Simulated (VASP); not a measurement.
# NaBe2Se2 (P-6m2) in VASP: a series of runs

Aim: see how the results for NaBe2Se2 move with the level of theory and the settings. Levels: vdW-DF-cx, PBEsol. Tasks: relaxation of the atoms, relaxation of cell and atoms.

Program: VASP 6.6.1. These are calculated values, not measurements. Logs are shortened: lines on timing, memory, paths and dates and some standing lists are left out, and cuts for length are marked.

### 1 The structure

It takes space group P-6m2 (No. 187, hexagonal). Conventional cell: a = 3.672 Å, b = 3.672 Å, c = 8.011 Å, α = 90.00°, β = 90.00°, γ = 120.00°. Around Na (site symmetry -6m2) lie 6 Se at 3.04 Å. Around Be (site symmetry 3m) lie 3 Se at 2.22 Å and 1 Be at 2.35 Å. Se (site symmetry 3m) has 3 Be at 2.22 Å as nearest neighbours.

The cell was built by a generator and needn't be a form met in nature.

### 2 Relaxation of the atoms, vdW-DF-cx (volume scaled by 0.88)

Input file INCAR:

```
SYSTEM = NaBe2Se2
PREC     = Accurate       ! precision mode
ENCUT    = 500            ! plane-wave cutoff, eV
EDIFF    = 1E-7           ! SCF threshold, eV
ISMEAR   = -5             ! smearing method
SIGMA    = 0.05           ! smearing width, eV
LREAL    = .False.        ! projectors in reciprocal space
LASPH    = .True.         ! aspherical terms in the spheres
NELM     = 100            ! most SCF steps
ALGO     = Normal         ! electronic algorithm
ISIF     = 2              ! what is computed and relaxed
LWAVE    = .False.        ! write WAVECAR
LCHARG   = .False.        ! write CHGCAR
GGA      = CX             ! functional
LUSE_VDW = .True.       
AGGAC    = 0.0          
IBRION   = 2              ! ionic algorithm
NSW      = 60             ! ionic steps
EDIFFG   = -0.01          ! ionic threshold
```

Input file KPOINTS:

```
Automatic mesh
0
Gamma
  8 8 4
  0 0 0
```

Input file POSCAR:

```
NaBe2Se2
3.5191
    0.999996323634      0.000000000000      0.000000000000
   -0.499998161831      0.866020104174      0.000000000000
    0.000000000000      0.000000000000      2.181514086102
Na Be Se
1 2 2
Direct
    0.0000000000      0.0000000000      0.5000000000
    0.3333300000      0.6666700000      0.1463900000
    0.3333300000      0.6666700000      0.8536100000
    0.6666700000      0.3333300000      0.2285200000
    0.6666700000      0.3333300000      0.7714800000
```

Potentials or basis: VASP PAW PBE potentials, release 64 (Na, Be, Se).

Run with:

```console
$ cat potpaw_PBE.64/Na/POTCAR potpaw_PBE.64/Be/POTCAR potpaw_PBE.64/Se/POTCAR > POTCAR
$ mpirun -np 1 vasp_std > vasp.out
```

OUTCAR:

```text
SYSTEM = NaBe2Se2
   PREC = Accurate
   ENCUT = 500
   EDIFF = 1E-7
   ISMEAR = -5
   LREAL = .False.
   LASPH = .True.
   NELM = 100
   ISIF = 2
   GGA = CX
   IBRION = 2
   NSW = 60
   EDIFFG = -0.01

 ion  position               nearest neighbor table
   1  0.000  0.000  0.500-   4 2.91   5 2.91   4 2.91   5 2.91   4 2.91   5 2.91
   2  0.333  0.667  0.146-   4 2.13   4 2.13   4 2.13   3 2.25
   3  0.333  0.667  0.854-   5 2.13   5 2.13   5 2.13   2 2.25
   4  0.667  0.333  0.229-   2 2.13   2 2.13   2 2.13   1 2.91   1 2.91   1 2.91
   5  0.667  0.333  0.771-   3 2.13   3 2.13   3 2.13   1 2.91   1 2.91   1 2.91

  LATTYP: Found a hexagonal cell.
 ALAT       =     3.5190870625
 C/A-ratio  =     2.1815221062

  Lattice vectors:

 A1 = (   3.5190870625,   0.0000000000,   0.0000000000)
 A2 = (  -1.7595435313,   3.0476113486,   0.0000000000)
 A3 = (   0.0000000000,   0.0000000000,   7.6769662204)

Analysis of symmetry for initial positions (statically):
=====================================================================
 Subroutine PRICEL returns:
 Original cell was already a primitive cell.

 Routine SETGRP: Setting up the symmetry group for a
 hexagonal supercell.

 Subroutine GETGRP returns: Found  4 space group operations
 (whereof  4 operations were pure point group operations)
 out of a pool of 24 trial point group operations.

The static configuration has the point symmetry C_2v.

Analysis of symmetry for dynamics (positions and initial velocities):
=====================================================================
 Subroutine PRICEL returns:
 Original cell was already a primitive cell.

 Routine SETGRP: Setting up the symmetry group for a
 hexagonal supercell.

 Subroutine GETGRP returns: Found  4 space group operations
 (whereof  4 operations were pure point group operations)
 out of a pool of 24 trial point group operations.

The dynamic configuration has the point symmetry C_2v.

 Subroutine INISYM returns: Found  4 space group operations
 (whereof  4 operations are pure point group operations),
 and found     1 'primitive' translations

----------------------------------------------------------------------------------------

                                     Primitive cell

  volume of cell :      82.3340

  direct lattice vectors                    reciprocal lattice vectors
     3.519087063  0.000000000  0.000000000     0.284164609  0.164062914  0.000000000
    -1.759543531  3.047611349  0.000000000     0.000000000  0.328125829  0.000000000
     0.000000000  0.000000000  7.676966220     0.000000000  0.000000000  0.130259789

  length of vectors
     3.519087063  3.519080614  7.676966220     0.328125228  0.328125829  0.130259789

  position of ions in fractional coordinates (direct lattice)
     0.000000000  0.000000000  0.500000000
     0.333330000  0.666670000  0.146390000
     0.333330000  0.666670000  0.853610000
     0.666670000  0.333330000  0.228520000
     0.666670000  0.333330000  0.771480000

  ion indices of the primitive-cell ions
   primitive index   ion index
                 1           1
                 2           2
                 3           3
                 4           4
                 5           5

----------------------------------------------------------------------------------------

 KPOINTS: Automatic mesh

Automatic generation of k-mesh.
 Grid dimensions read from file:
 generate k-points for:    8    8    4

 Generating k-lattice:

  Cartesian coordinates                     Fractional coordinates (reciprocal lattice)
     0.035520576  0.020507864  0.000000000     0.125000000  0.000000000  0.000000000
     0.000000000  0.041015729  0.000000000     0.000000000  0.125000000  0.000000000
     0.000000000  0.000000000  0.032564947     0.000000000  0.000000000  0.250000000

  Length of vectors
     0.041015653  0.041015729  0.032564947

  Shift w.r.t. Gamma in fractional coordinates (k-lattice)
     0.000000000  0.000000000  0.000000000

 TETIRR: Found    384 inequivalent tetrahedra from     1536

 Subroutine IBZKPT returns following result:
 ===========================================

 Found     63 irreducible k-points:

 Following reciprocal coordinates:
            Coordinates               Weight
  0.000000  0.000000  0.000000      1.000000
  0.125000  0.000000  0.000000      4.000000
 -0.125000  0.125000  0.000000      2.000000
  0.250000  0.000000  0.000000      4.000000
 -0.250000  0.250000  0.000000      2.000000
  0.375000  0.000000  0.000000      4.000000
[... 16 lines left out ...]
  0.125000  0.000000  0.250000      8.000000
 -0.125000  0.125000  0.250000      4.000000
 [... further k-points ...]
   k-points           NKPTS =     63   k-points in BZ     NKDIM =     63   number of bands    NBANDS=     12
   number of dos      NEDOS =    301   number of ions     NIONS =      5
   total plane-waves  NPLWV =  43904
   dimension x,y,z NGX =    28 NGY =   28 NGZ =   56
   dimension x,y,z NGXF=    56 NGYF=   56 NGZF=  112
   ions per type =               1   2   2
   NGX,Y,Z   is equivalent  to a cutoff of  13.23, 13.23, 12.13 a.u.
   NGXF,Y,Z  is equivalent  to a cutoff of  26.46, 26.46, 24.25 a.u.
 SYSTEM =  NaBe2Se2
   PREC   = accura    normal or accurate (medium, high low for compatibility)
   ISTART =      0    job   : 0-new  1-cont  2-samecut
   ICHARG =      2    charge: 1-file 2-atom 10-const
   ISPIN  =      1    spin polarized calculation?
   LNONCOLLINEAR =      F non collinear calculations
   LSORBIT =      F    spin-orbit coupling
   LASPH  =      T    aspherical Exc in radial PAW
   ENCUT  =  500.0 eV  36.75 Ry    6.06 a.u.   6.42  6.42 14.00*2*pi/ulx,y,z
   NELM   =    100;   NELMIN=  2; NELMDL= -5     # of ELM steps
   EDIFF  = 0.1E-06   stopping-criterion for ELM
   LREAL  =      F    real-space projection
   EDIFFG = -.1E-01   stopping-criterion for IOM
   NSW    =     60    number of steps for IOM
   IBRION =      2    ionic relax: 0-MD 1-quasi-New 2-CG
   NFREE  =      1    steps in history (QN), initial steepest desc. (CG)
   ISIF   =      2    stress and relaxation
   ISYM   =      2    0-nonsym 1-usesym 2-fastsym
   POTIM  = 0.5000    time-step for ionic-motion
   TEBEG  =    0.0;   TEEND  =   0.0 temperature during run
   PSTRESS=    0.0 pullay stress
   NELECT =      17.0000    total number of electrons
   NUPDOWN=      -1.0000    fix difference up-down
   EMIN   =  10.00;   EMAX   =-10.00  energy-range for DOS
   EFERMI =   0.00;   METHOD = LEGACY
   ISMEAR =    -5;   SIGMA  =   0.05  broadening in eV -4-tet -1-fermi 0-gaus
   EFERMI_NEDOS =   21; number of points for ismear=-14 and -15
   IALGO  =     38    algorithm
   IMIX   =      4    mixing-type and parameters
     AMIX     =   0.40;   BMIX     =  1.00
     AMIX_MAG =   1.60;   BMIX_MAG =  1.00
  volume/ion in A,a.u.               =      16.47       111.12
  Fermi-wavevector in a.u.,A,eV,Ry     =   0.967605  1.828508 12.738581  0.936259
  Thomas-Fermi vector in A             =   2.097505
   LORBIT       =      0    0 simple, 1 ext, 2 COOP (PROOUT), +10 PAW based schemes
   GGA     = CX    functional components
   LHFCALC =     F    Hartree Fock is set to
   AEXX    =    0.0000 exact exchange contribution
   IVDW_NL    =     1    kernel type
   BPARAM     = 6.3000
   IVDW    =     0    specifies the selected vdW correction
   LEPSILON=     F    determine dielectric tensor
   LRPA    =     F    only Hartree local field effects (RPA)
 conjugate gradient relaxation of ions
 non-spin polarized calculation
 Fermi weights with tetrahedron method with Bloechl corrections
  energy-cutoff  :      500.00
  volume of cell :       82.33
 maximum number of plane-waves:      2117
 NGX is ok and might be reduce to    28
   NGX = 13   NGY = 13   NGZ = 27

--------------------------------------- Ionic step        1  -------------------------------------------

 number of electron      16.9999997 magnetization

 Free energy of the ion-electron system (eV)
  ---------------------------------------------------
  ext. energy  EPLUGINS =         0.00000000
  ---------------------------------------------------
  free energy    TOTEN  =       -13.32091903 eV

  energy without entropy =      -13.32091903  energy(sigma->0) =      -13.32091903

------------------------ aborting loop because EDIFF is reached ----------------------------------------

  FORCE on cell =-STRESS in cart. coord.  units (eV):
  Direction    XX          YY          ZZ          XY          YZ          ZX
  --------------------------------------------------------------------------------------
  -------------------------------------------------------------------------------------
  Total        5.2853167      5.2858746      2.3595344      0.0005055      0.0000000      0.0000000
  in kB      102.8495444    102.8604009     45.9153261      0.0098373      0.0000000      0.0000000
  external PRESSURE =      83.8750905 kB  Pullay stress =       0.0000000 kB
[... 231 lines left out ...]
Total vdW correction in eV:      2.8412954

--------------------------------------- Ionic step        7  -------------------------------------------

 number of electron      16.9999999 magnetization

 Free energy of the ion-electron system (eV)
  ---------------------------------------------------
  ext. energy  EPLUGINS =         0.00000000
  ---------------------------------------------------
  free energy    TOTEN  =       -13.33613248 eV

  energy without entropy =      -13.33613248  energy(sigma->0) =      -13.33613248

 E-fermi :   4.7664     XC(G=0):  -9.3598

 val. band max:        4.6460666349   @ k =  -0.3750   0.3750   0.2500
 cond. band min:       4.5549139449   @ k =   0.0000   0.0000   0.0000
 fundamental gap:     -0.0911526901
 Fermi energy:         4.7663584213

 k-point     1 :       0.0000    0.0000    0.0000
  band No.  band energies     occupation
      1     -10.3025      2.00000
      2      -9.8798      2.00000
      3      -1.7082      2.00000
      4       1.7140      2.00000
      5       2.7190      2.00000
      6       2.7195      2.00000
      7       3.0826      2.00000
      8       3.0832      2.00000
      9       4.5549      0.62795
     10       8.3056      0.00000
     11       8.7629      0.00000
     12       8.7634      0.00000
[... 331 lines left out ...]
 k-point    24 :      -0.1250    0.1250    0.2500
  band No.  band energies     occupation
      1     -10.1161      2.00000
      2      -9.7931      2.00000
      3      -1.2510      2.00000
      4       1.0580      2.00000
      5       1.6550      2.00000
      6       2.0271      2.00000
      7       2.4083      2.00000
      8       2.7492      2.00000
      9       5.6775     -0.03715
     10       8.0526      0.00000
     11       8.7985      0.00000
     12       9.3573      0.00000

 [... further k-points ...]

------------------------ aborting loop because EDIFF is reached ----------------------------------------

  FORCE on cell =-STRESS in cart. coord.  units (eV):
  Direction    XX          YY          ZZ          XY          YZ          ZX
  --------------------------------------------------------------------------------------
  -------------------------------------------------------------------------------------
  Total        5.0503619      5.0515440      2.3208029      0.0010451      0.0000000      0.0000000
  in kB       98.2774454     98.3004485     45.1616317      0.0203372      0.0000000      0.0000000
  external PRESSURE =      80.5798419 kB  Pullay stress =       0.0000000 kB
[... 20 lines left out ...]
  FREE ENERGIE OF THE ION-ELECTRON SYSTEM (eV)
  ---------------------------------------------------
  free  energy   TOTEN  =       -13.3361324816 eV

  energy  without entropy=      -13.3361324816  energy(sigma->0) =      -13.33613248

Total vdW correction in eV:      2.8410099

 reached required accuracy - stopping structural energy minimisation
```

It took 7.6 min on 1 thread of AMD EPYC 7R13 (Zen 3), shared host; peak memory 0.47 GiB.

What came out:

```
Free energy               : -13.3361 eV
Energy gained by relaxing : 3.0 meV/atom
Ionic steps               : 7
Pressure after relaxing   : 8.1 GPa
Band gap on the k mesh    : none (metal or under the smearing width)
```

Stress tensor (GPa, compression positive):
```
9.83 0.00 0.00
0.00 9.83 0.00
0.00 0.00 4.52
```

The path:
| step | energy change (eV) | largest force (eV/Å) | pressure (GPa) |
| --- | --- | --- | --- |
| 1 | 0.0000 | 0.3146 | 8.39 |
| 2 | -0.0097 | 0.1898 | 8.24 |
| 3 | -0.0137 | 0.0826 | 8.12 |
| 4 | -0.0141 | 0.0728 | 8.07 |
| 5 | -0.0148 | 0.0412 | 8.06 |
| 6 | -0.0150 | 0.0271 | 8.06 |
| 7 | -0.0152 | 0.0013 | 8.06 |

Final structure:
```
Na Be Se
1.0
     3.51909    0.00000    0.00000
    -1.75954    3.04761    0.00000
     0.00000    0.00000    7.67697
Na Be Se
1 2 2
Direct
  0.00000 0.00000 0.50000
  0.33333 0.66667 0.14526
  0.33333 0.66667 0.85474
  0.66667 0.33333 0.23386
  0.66667 0.33333 0.76614
```

Caveat: the PAW data sets were made with another functional, which shifts forces and pressure a little; tetrahedron occupations give inexact forces and stress in metals.

### 3 Relaxation of cell and atoms, PBEsol

Input file INCAR:

```
SYSTEM = NaBe2Se2
ALGO = Fast ; EDIFF = 1E-6
EDIFFG = -0.005 ; ENCUT = 600
GGA = PS ; IBRION = 2
ISIF = 3 ; ISMEAR = -1
LASPH = .TRUE. ; LCHARG = .FALSE.
LREAL = .FALSE. ; LWAVE = .FALSE.
NELM = 60 ; NSW = 40
PREC = Accurate ; SIGMA = 0.05
```

Input file KPOINTS:

```
k-points
0
G
  6 6 3
  0 0 0
```

Input file POSCAR:

```
NaBe2Se2
1.0
    3.6722800000      0.0000000000      0.0000000000
   -1.8361400000      3.1802800000      0.0000000000
    0.0000000000      0.0000000000      8.0111600000
Na Be Se
1 2 2
Direct
    0.0000000000      0.0000000000      0.5000000000
    0.3333300000      0.6666700000      0.1463900000
    0.3333300000      0.6666700000      0.8536100000
    0.6666700000      0.3333300000      0.2285200000
    0.6666700000      0.3333300000      0.7714800000
```

Potentials or basis: VASP PAW PBE potentials, release 64 (Na_pv, Be, Se).

Run with:

```console
$ cat potpaw_PBE.64/Na_pv/POTCAR potpaw_PBE.64/Be/POTCAR potpaw_PBE.64/Se/POTCAR > POTCAR
$ mpirun -np 1 vasp_std > vasp.out
```

It took 2 min on 1 thread of Intel Xeon 6975P-C (Granite Rapids), shared host; peak memory 0.27 GiB.

Results (log left out):

```yaml
Free_energy: -19.7316 eV
Relaxed_volume: 18.22 Å³/atom
Relaxed_cell: a = 3.645 Å, b = 3.645 Å, c = 7.917 Å, α = 90.00°, β = 90.00°, γ = 120.00°
Space_group_after_relaxing_to_0.05_Å: P-6m2 (No. 187)
Energy_gained_by_relaxing: 2.4 meV/atom
Ionic_steps: 13
Pressure_after_relaxing: 0.0 GPa
Largest_force_after_relaxing: 0.003 eV/Å
Band_gap_on_the_k_mesh: none (metal or under the smearing width)
```

Forces on the atoms (eV/Å):
```
Na   0.000  0.000  0.000
Be   0.000  0.000  0.001
Be   0.000  0.000 -0.001
Se   0.000  0.000  0.003
Se   0.000  0.000 -0.003
```

Step by step:
| step | energy change (eV) | largest force (eV/Å) | pressure (GPa) | volume (Å³) |
| --- | --- | --- | --- | --- |
| 1 | 0.0000 | 0.0755 | -1.44 | 93.56 |
| 2 | -0.0110 | 0.0179 | -0.07 | 91.31 |
| 3 | -0.0110 | 0.0162 | 0.01 | 91.24 |
| 4 | -0.0116 | 0.0097 | 0.02 | 91.11 |
| 5 | -0.0117 | 0.0155 | 0.04 | 91.03 |
| 6 | -0.0117 | 0.0161 | 0.04 | 91.02 |
| 7 | -0.0118 | 0.0108 | -0.02 | 91.08 |
| 8 | -0.0118 | 0.0087 | -0.03 | 91.10 |
| 9 | -0.0118 | 0.0043 | -0.07 | 91.15 |
| 10 | -0.0118 | 0.0078 | -0.02 | 91.12 |
| 11 | -0.0118 | 0.0060 | -0.06 | 91.13 |
| 12 | -0.0118 | 0.0073 | -0.03 | 91.12 |
| 13 | -0.0118 | 0.0033 | -0.01 | 91.09 |

Final structure:
```xyz
5
Lattice="3.6448 0.0000 0.0000 -1.8224 3.1565 0.0000 0.0000 0.0000 7.9174" Properties=species:S:1:pos:R:3 pbc="T T T"
Na   -1.8224    3.1565    3.9587
Be    0.0000    2.1043    1.1641
Be    0.0000    2.1043    6.7533
Se    1.8224    1.0522    1.8043
Se    1.8224    1.0522    6.1131
```

Levels at points of the mesh, in eV from the Fermi level:
| k point | band 8 | band 9 | band 10 | band 11 | band 12 | band 13 | band 14 | band 15 |
| --- | --- | --- | --- | --- | --- | --- | --- | --- |
| (0.00, 0.00, 0.00) | -2.29 | -2.29 | -1.96 | -1.96 | -0.36 | 2.93 | 3.07 | 3.65 |
| (0.50, 0.00, 0.00) | -4.23 | -3.75 | -3.33 | -2.03 | -0.88 | 1.54 | 2.73 | 3.65 |
| (0.50, 0.50, 0.00) | -4.23 | -3.75 | -3.33 | -2.03 | -0.88 | 1.54 | 2.73 | 3.65 |

Caveat: the PAW data sets were made with another functional, which shifts forces and pressure a little.
